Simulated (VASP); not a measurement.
**Fe: single point with PBE**

The system is Fe, a slab with vacuum.

```
CELL_PARAMETERS angstrom
4.00446 0.00000 0.00000
-2.00223 3.46796 0.00000
0.00000 0.00000 19.90444
ATOMIC_POSITIONS crystal
Fe 0.66667 0.33333 0.37680
Fe 0.33333 0.66667 0.41787
Fe 0.00000 0.00000 0.45893
Fe 0.66667 0.33333 0.50000
Fe 0.33333 0.66667 0.54107
Fe 0.00000 0.00000 0.58213
Fe 0.66667 0.33333 0.62320
```

The cell isn't the ideal one: (1 1 1) slab cut from the bulk.

```
Program             : VASP 6.6.1
Task                : single point
Functional          : PBE
Potentials or basis : VASP PAW PBE potentials, release 64 (Fe)
Cutoff              : 520 eV
k mesh              : 9 × 9 × 1
Occupations         : gaussian, width 0.1 eV
Spin                : collinear spin, typed start
Starting moments    : [2.44, 2.44, 2.44, 2.44, 2.44, 2.44, 2.44] μB
```

```json
{
 "Largest force": "0.725 eV/Å",
 "Band gap on the k mesh": "none (metal or under the smearing width)",
 "Net moment": "18.49 μB per cell",
 "Site moments": "Fe +2.88, +2.41, +2.54, +2.39 μB",
 "Valence electrons inside the program's atomic spheres": "Fe 6.91, 7.18, 7.28"
}
```

Forces on the atoms (eV/Å):
```
Fe   0.000  0.000  0.398
Fe   0.000  0.000  0.217
Fe   0.000  0.000 -0.725
Fe   0.000  0.000  0.000
Fe   0.000  0.000  0.725
Fe   0.000  0.000 -0.217
Fe   0.000  0.000 -0.398
```

Levels at points of the mesh, in eV from the Fermi level:
Spin up:
```csv
k point,band 33,band 34,band 35,band 36,band 37,band 38,band 39,band 40,band 41
"(0.00, 0.00, 0.00)",-0.83,-0.58,-0.58,-0.54,-0.11,-0.11,1.46,3.26,4.08
```
Spin down:
| k point | band 16 | band 17 | band 18 | band 19 | band 20 | band 21 | band 22 | band 23 |
| --- | --- | --- | --- | --- | --- | --- | --- | --- |
| (0.00, 0.00, 0.00) | -0.46 | -0.46 | -0.40 | -0.26 | -0.26 | 0.11 | 0.56 | 1.24 |

Wall time 10 min on 1 thread of Intel(R) Xeon(R) Platinum 8488C (Sapphire Rapids), with other jobs on the host, peak memory 0.55 GiB.
